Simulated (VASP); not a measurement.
Level of theory: r2SCAN+rVV10, VASP's PBE PAW potentials (set 64) (plane waves; VASP).

Input for VASP

**POSCAR**
```
Cs
1.0
 -3.0891179373   3.0891179373   3.0891179373
  3.0891179373  -3.0891179373   3.0891179373
  3.0891179373   3.0891179373  -3.0891179373
Cs
1
direct
  0.0000000000   0.0000000000   0.0000000000
```

### INCAR
```
! general
SYSTEM   = Cs
PREC     = Accurate
ENCUT    = 520
LREAL    = F   ! projection in real space or not
LASPH    = T   ! aspherical one-centre terms

! electronic loop
EDIFF    = 1E-6   ! SCF stop (eV)
NELM     = 100   ! most electronic steps
ALGO     = Normal   ! blocked Davidson
LMAXMIX  = 4   ! l cut-off of mixed one-centre charges
LMIXTAU  = T

! smearing
ISMEAR   = 1   ! Methfessel-Paxton
SIGMA    = 0.1   ! width (eV)

! functional
METAGGA  = R2SCAN
LUSE_VDW = T
BPARAM   = 11.95
CPARAM   = 0.0093

! ions
IBRION   = 2
NSW      = 60
ISIF     = 3
EDIFFG   = -0.01   ! ionic stop

! output
LWAVE    = F
LCHARG   = F
```

File KPOINTS:
```
Automatic mesh
0
Gamma
8 8 8
0 0 0
```

POTCAR, in this order: Cs_sv (PBE.64 set). Program: vasp_std.

Output

OUTCAR:
```
 ion  position               nearest neighbor table
   1  0.000  0.000  0.000-
  LATTYP: Found a body centered cubic cell.
 ALAT       =     6.1782358746
 Subroutine PRICEL returns:
 Original cell was already a primitive cell.
 Subroutine GETGRP returns: Found 48 space group operations
The static configuration has the point symmetry O_h .
The dynamic configuration has the point symmetry O_h .
 Subroutine INISYM returns: Found 48 space group operations
 Subroutine IBZKPT returns following result:
 Found     29 irreducible k-points:

 Following reciprocal coordinates:
            Coordinates               Weight
  0.000000  0.000000  0.000000      1.000000
  0.125000  0.000000  0.000000     12.000000
  0.250000  0.000000  0.000000     12.000000
  0.375000  0.000000  0.000000     12.000000
  0.500000  0.000000  0.000000      6.000000
  0.125000  0.125000  0.000000     24.000000
  0.250000  0.125000  0.000000     48.000000
  0.375000  0.125000 -0.000000     48.000000
  0.250000  0.250000  0.000000     24.000000
  0.375000  0.250000 -0.000000     24.000000
  0.125000  0.125000  0.125000      8.000000
  0.250000  0.125000  0.125000     24.000000
  0.375000  0.125000  0.125000     12.000000
 -0.125000  0.125000  0.125000      6.000000
  0.250000  0.250000  0.125000     24.000000
 -0.250000  0.250000  0.125000     24.000000
 -0.375000  0.375000  0.125000     24.000000
 -0.250000  0.375000  0.125000     24.000000
  0.500000  0.500000  0.125000     12.000000
 -0.375000  0.500000  0.125000     48.000000
 -0.375000 -0.375000  0.125000      8.000000
  0.250000  0.250000  0.250000      2.000000
 -0.250000  0.250000  0.250000      6.000000
 -0.375000  0.375000  0.250000     24.000000
  0.500000  0.500000  0.250000     12.000000
 -0.375000  0.500000  0.250000     24.000000
 -0.375000  0.375000  0.375000      6.000000
  0.500000  0.500000  0.375000     12.000000
  0.500000  0.500000  0.500000      1.000000
   k-points           NKPTS =     29   k-points in BZ     NKDIM =     29   number of bands    NBANDS=      8
   number of dos      NEDOS =    301   number of ions     NIONS =      1
   total plane-waves  NPLWV =  64000
   dimension x,y,z NGX =    40 NGY =   40 NGZ =   40
   dimension x,y,z NGXF=    80 NGYF=   80 NGZF=   80
   ions per type =               1
   PREC   = accura    normal or accurate (medium, high low for compatibility)
   ISTART =      0    job   : 0-new  1-cont  2-samecut
   ICHARG =      2    charge: 1-file 2-atom 10-const
   ISPIN  =      1    spin polarized calculation?
   LNONCOLLINEAR =      F non collinear calculations
   LSORBIT =      F    spin-orbit coupling
   INIWAV =      1    electr: 0-lowe 1-rand  2-diag
   ENCUT  =  520.0 eV  38.22 Ry    6.18 a.u.   9.95  9.95  9.95*2*pi/ulx,y,z
   NELM   =    100;   NELMIN=  2; NELMDL= -5     # of ELM steps
   EDIFF  = 0.1E-05   stopping-criterion for ELM
   LREAL  =      F    real-space projection
   NLSPLINE    = F    spline interpolate recip. space projectors
   LMAXMIX     =    4 max onsite mixed and CHGCAR
   VOSKOWN=      0    Vosko Wilk Nusair interpolation
   EDIFFG = -.1E-01   stopping-criterion for IOM
   NSW    =     60    number of steps for IOM
   NBLOCK =      1;   KBLOCK =     60    inner block; outer block
   IBRION =      2    ionic relax: 0-MD 1-quasi-New 2-CG
   NFREE  =      1    steps in history (QN), initial steepest desc. (CG)
   ISIF   =      3    stress and relaxation
   ISYM   =      2    0-nonsym 1-usesym 2-fastsym
   TEIN   =    0.0    initial temperature
   TEBEG  =    0.0;   TEEND  =   0.0 temperature during run
   SMASS  =  -3.00    Nose mass-parameter (am)
   PSTRESS=    0.0 pullay stress
...
```

OSZICAR:
```
       N       E                     dE             d eps       ncg     rms          rms(c)
DAV:   1     0.330678204171E+02    0.33068E+02   -0.30610E+03   464   0.813E+02
DAV:   2    -0.207641639436E+02   -0.53832E+02   -0.52394E+02   632   0.128E+02
DAV:   3    -0.265361799571E+02   -0.57720E+01   -0.57702E+01   480   0.507E+01
DAV:   4    -0.266193137102E+02   -0.83134E-01   -0.83094E-01   808   0.738E+00
DAV:   5    -0.266193809553E+02   -0.67245E-04   -0.67245E-04   624   0.156E-01    0.263E-01
DAV:   6    -0.253089351494E+02    0.13104E+01   -0.10112E-01   480   0.359E+00    0.247E-01
DAV:   7    -0.239520904123E+02    0.13568E+01   -0.87359E-01   544   0.604E+00    0.535E-01
DAV:   8    -0.244222791533E+02   -0.47019E+00   -0.62444E-01   560   0.556E+00    0.107E-01
DAV:   9    -0.244164653832E+02    0.58138E-02   -0.58483E-03   688   0.580E-01    0.118E-01
DAV:  10    -0.244186371183E+02   -0.21717E-02   -0.35338E-01   528   0.431E+00    0.308E-01
DAV:  11    -0.244854010900E+02   -0.66764E-01   -0.20547E-02   512   0.152E+00    0.365E-01
DAV:  12    -0.245694317019E+02   -0.84031E-01   -0.52854E-02   480   0.267E+00    0.291E-01
DAV:  13    -0.245772085116E+02   -0.77768E-02   -0.16376E-02   480   0.198E+00    0.302E-01
DAV:  14    -0.245796737741E+02   -0.24653E-02   -0.18515E-03   512   0.728E-01    0.282E-01
DAV:  15    -0.245616983927E+02    0.17975E-01   -0.38765E-02   464   0.278E+00    0.428E-01
DAV:  16    -0.245543700263E+02    0.73284E-02   -0.38756E-02   480   0.254E+00    0.505E-01
DAV:  17    -0.245606207911E+02   -0.62508E-02   -0.13430E-02   480   0.152E+00    0.480E-01
DAV:  18    -0.245580957948E+02    0.25250E-02   -0.22029E-03   512   0.513E-01    0.476E-01
DAV:  19    -0.245581116013E+02   -0.15807E-04   -0.57690E-05   792   0.898E-02    0.478E-01
DAV:  20    -0.245294517330E+02    0.28660E-01   -0.30049E-02   472   0.117E+00    0.403E-01
DAV:  21    -0.245320591756E+02   -0.26074E-02   -0.75881E-03   464   0.117E+00    0.312E-01
DAV:  22    -0.245442153403E+02   -0.12156E-01   -0.10908E-02   464   0.125E+00    0.129E-01
DAV:  23    -0.245559448731E+02   -0.11730E-01   -0.59323E-03   464   0.447E-01    0.115E-01
DAV:  24    -0.245560626751E+02   -0.11780E-03   -0.28627E-04   528   0.198E-01    0.128E-01
DAV:  25    -0.245604547729E+02   -0.43921E-02   -0.88496E-04   464   0.299E-01    0.149E-01
DAV:  26    -0.245623466119E+02   -0.18918E-02   -0.18731E-04   520   0.150E-01    0.138E-01
DAV:  27    -0.245648881899E+02   -0.25416E-02   -0.72109E-04   464   0.451E-01    0.145E-01
DAV:  28    -0.245644814607E+02    0.40673E-03   -0.26364E-04   464   0.259E-01    0.140E-01
DAV:  29    -0.245596295963E+02    0.48519E-02   -0.31025E-03   464   0.826E-01    0.117E-01
DAV:  30    -0.245644201827E+02   -0.47906E-02   -0.19123E-03   464   0.667E-01    0.764E-02
DAV:  31    -0.245630117495E+02    0.14084E-02   -0.54887E-03   464   0.116E+00    0.327E-02
DAV:  32    -0.245661986036E+02   -0.31869E-02   -0.38933E-03   464   0.899E-01    0.243E-02
DAV:  33    -0.245648648846E+02    0.13337E-02   -0.11272E-03   464   0.643E-01    0.264E-02
DAV:  34    -0.245649497262E+02   -0.84842E-04   -0.11425E-04   528   0.173E-01    0.243E-02
DAV:  35    -0.245666477540E+02   -0.16980E-02   -0.30001E-03   464   0.869E-01    0.151E-02
DAV:  36    -0.245662758706E+02    0.37188E-03   -0.11579E-04   480   0.122E-01    0.142E-02
DAV:  37    -0.245656033303E+02    0.67254E-03   -0.82668E-04   464   0.354E-01    0.881E-03
DAV:  38    -0.245655787839E+02    0.24546E-04   -0.35821E-04   480   0.222E-01    0.338E-03
DAV:  39    -0.245655851551E+02   -0.63712E-05   -0.28871E-05   536   0.692E-02    0.394E-03
DAV:  40    -0.245656608321E+02   -0.75677E-04   -0.94823E-05   480   0.160E-01    0.355E-03
DAV:  41    -0.245656965814E+02   -0.35749E-04   -0.24289E-05   480   0.619E-02    0.323E-03
DAV:  42    -0.245657079530E+02   -0.11372E-04   -0.88019E-06   496   0.470E-02    0.261E-03
DAV:  43    -0.245656678848E+02    0.40068E-04   -0.31791E-05   480   0.582E-02    0.850E-04
DAV:  44    -0.245656689452E+02   -0.10604E-05   -0.11853E-06   608   0.145E-02    0.731E-04
DAV:  45    -0.245656658279E+02    0.31173E-05   -0.46887E-06   480   0.273E-02    0.651E-04
DAV:  46    -0.245656672577E+02   -0.14298E-05   -0.24378E-06   480   0.244E-02    0.540E-04
DAV:  47    -0.245656668207E+02    0.43708E-06   -0.14065E-06   496   0.185E-02
   1 F= -.24565667E+02 E0= -.24564738E+02  d E =-.245657E+02
```

OUTCAR:
```
------------------------ aborting loop because EDIFF is reached ----------------------------------------
  FORCE on cell =-STRESS in cart. coord.  units (eV):
  Direction    XX          YY          ZZ          XY          YZ          ZX
  --------------------------------------------------------------------------------------
  Total        0.0022404      0.0022404      0.0022404      0.0000000      0.0000000     -0.0000000
  in kB        0.0304419      0.0304419      0.0304419      0.0000000      0.0000000     -0.0000000
  external PRESSURE =       0.0304419 kB  Pullay stress =       0.0000000 kB
  volume of cell :      117.91
      direct lattice vectors                 reciprocal lattice vectors
    -3.089117937  3.089117937  3.089117937     0.000000000  0.161858501  0.161858501
     3.089117937 -3.089117937  3.089117937     0.161858501  0.000000000  0.161858501
     3.089117937  3.089117937 -3.089117937     0.161858501  0.161858501  0.000000000
 POSITION                                       TOTAL-FORCE (eV/Angst)
 -----------------------------------------------------------------------------------
      0.00000      0.00000      0.00000         0.000000      0.000000      0.000000
 -----------------------------------------------------------------------------------
    total drift:                                0.000000     -0.000000     -0.000000
  FREE ENERGIE OF THE ION-ELECTRON SYSTEM (eV)
  ---------------------------------------------------
  free  energy   TOTEN  =       -24.5656668207 eV

  energy  without entropy=      -24.5628800869  energy(sigma->0) =      -24.56473791

 reached required accuracy - stopping structural energy minimisation
```
(Selected blocks of OUTCAR.)

The compound is Cs in the bcc structure. It was relaxed first. The start is the result of an earlier pass.
